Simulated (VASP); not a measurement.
Level of theory: PBE GGA, VASP's PBE PAW potentials (set 64) (plane waves; VASP).

The input files of a VASP run:

File POSCAR:
```
C
1
    0.0000000000     1.8191700000     1.8191700000
    1.8191700000     0.0000000000     1.8191700000
    1.8191700000     1.8191700000     0.0000000000
C
2
Direct
  0.0000000000   0.0000000000   0.0000000000
  0.2500000000   0.2500000000   0.2500000000
```

**KPOINTS**
```
Automatic mesh
0
Gamma
12 12 12
0 0 0
```

INCAR:
```
SYSTEM=C
PREC=Accurate; ENCUT=520; LREAL=.False.
LASPH=.True.
EDIFF=1E-6; NELM=100; ALGO=Normal
ISMEAR=0; SIGMA=0.05
GGA=PE
ISIF=2
LWAVE=.False.; LCHARG=.False.
```

POTCAR, in this order: C (PBE.64 set). Program: vasp_std.

**Question.** Estimate the energy per atom (σ→0), pressure.

**Answer.** 
```yaml
energy per atom (σ→0): -9.071 eV/atom
pressure: -21.23 GPa
```

**OSZICAR**
```
...
DAV:   5    -0.186719667692E+02   -0.69493E-07   -0.69493E-07  1216   0.630E-03    0.514E+00
DAV:   6    -0.182752946009E+02    0.39667E+00   -0.30596E-01  1200   0.436E+00    0.308E+00
DAV:   7    -0.181416906750E+02    0.13360E+00   -0.34298E-01  1400   0.471E+00    0.673E-01
DAV:   8    -0.181428942031E+02   -0.12035E-02   -0.18140E-03  1248   0.481E-01    0.443E-02
DAV:   9    -0.181429188400E+02   -0.24637E-04   -0.12854E-04  1688   0.100E-01    0.268E-02
DAV:  10    -0.181429321129E+02   -0.13273E-04   -0.15173E-05  1168   0.446E-02    0.544E-03
DAV:  11    -0.181429319811E+02    0.13177E-06   -0.40719E-08   880   0.216E-03
   1 F= -.18142932E+02 E0= -.18142932E+02  d E =-.108688E-19
```

The compound is C in the diamond structure. The cell was not relaxed at this level. The run is one of a series of settings (KPOINTS 12×12×12 Γ-centred mesh against the base run), some of them coarse on purpose.
